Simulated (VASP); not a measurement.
The system is Be.

```
CELL_PARAMETERS angstrom
2.28580 0.00000 0.00000
-1.14290 1.97956 0.00000
0.00000 0.00000 3.58430
ATOMIC_POSITIONS crystal
Be 0.33333 0.66667 0.25000
Be 0.66667 0.33333 0.75000
```

* Program: VASP 6.6.1
* Task: relaxation of cell and atoms
* Functional: PBEsol
* Potentials or basis: VASP PAW PBE potentials, release 64 (Be)
* Cutoff: 580 eV
* k mesh: 21 × 21 × 12
* Occupations: gaussian, width 0.1 eV
* Spin: no spin polarisation

At the start: pressure -3.6 GPa; volume 8.11 Å³/atom.

**Question.** How do energy, volume and symmetry change on relaxing?

**Answer.** Over 5 steps the energy falls by 3.1 meV/atom and the volume is 7.85 Å³/atom (-3.1 %); space group P6_3/mmc (No. 194, to 0.05 Å).

Step by step:
| step | energy change (eV) | largest force (eV/Å) | pressure (GPa) | volume (Å³) |
| --- | --- | --- | --- | --- |
| 1 | 0.0000 | 0.0000 | -3.62 | 16.22 |
| 2 | -0.0060 | 0.0000 | -0.56 | 15.79 |
| 3 | -0.0061 | 0.0000 | 0.04 | 15.71 |
| 4 | -0.0061 | 0.0000 | 0.12 | 15.70 |
| 5 | -0.0062 | 0.0000 | 0.07 | 15.71 |

Final structure:
```
Be
1.0
     2.25685    0.00000    0.00000
    -1.12842    1.95449    0.00000
     0.00000    0.00000    3.56122
Be
2
Direct
  0.33333 0.66667 0.25000
  0.66667 0.33333 0.75000
```

Caveat: the PAW data sets were made with another functional, which shifts forces and pressure a little.
